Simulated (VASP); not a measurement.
VASP runs on Mg2Si (antifluorite) share one base input (PBE GGA, plane waves, VASP's PBE PAW potentials (set 64)) and change the settings named in each case.

**POSCAR**
```
Mg2Si
6.350
  0.0000000000   0.5000000000   0.5000000000
  0.5000000000   0.0000000000   0.5000000000
  0.5000000000   0.5000000000   0.0000000000
Mg Si
2 1
direct
  0.2500000000   0.2500000000   0.2500000000
  0.7500000000   0.7500000000   0.7500000000
  0.0000000000   0.0000000000   0.0000000000
```

**KPOINTS**
```
Automatic mesh
0
Gamma
 7 7 7
```

### INCAR
```
! general
SYSTEM = Mg2Si
PREC   = Accurate
ENCUT  = 400
LREAL  = .FALSE.
LASPH  = .TRUE.   ! aspherical one-centre terms

! electronic loop
EDIFF  = 1E-6   ! SCF stop (eV)
NELM   = 100   ! most electronic steps
ALGO   = Normal   ! blocked Davidson

! smearing
ISMEAR = 0   ! Gaussian
SIGMA  = 0.05   ! width (eV)

! functional
GGA    = PE   ! PBE

! ions
ISIF   = 2   ! forces and stress, cell fixed

! output
LWAVE  = .FALSE.
LCHARG = .FALSE.
```

POTCAR, in this order: Mg Si (PBE.64 set). Program: vasp_std.

```tsv
change	E(σ→0) (eV/atom)	−TS (eV)
base run	-2.9695	0.0000
SIGMA = 0.01	-2.9695	0.0000
ISMEAR = 1, SIGMA = 0.02	-2.9695	0.0000
SIGMA = 0.3	-2.9687	-0.0107
ISMEAR = -1, SIGMA = 0.2	-2.9669	-0.0511
ISMEAR = -1, SIGMA = 0.01	-2.9695	0.0000
ISMEAR = 2, SIGMA = 0.2	-2.9696	0.0013
ISMEAR = -5, SIGMA removed	-2.9695	0.0000
ISMEAR = -4, SIGMA removed	-2.9695	0.0000
```

Left out are runs that ran out of time, are held back, or changed the cell or the kind of run, fixed moments of cells without a moment, rows past the twelfth, gaps on odd meshes, pressures of charged cells and columns that move by less than the noise.

The compound is Mg2Si in the antifluorite structure. The cell was not relaxed at this level.
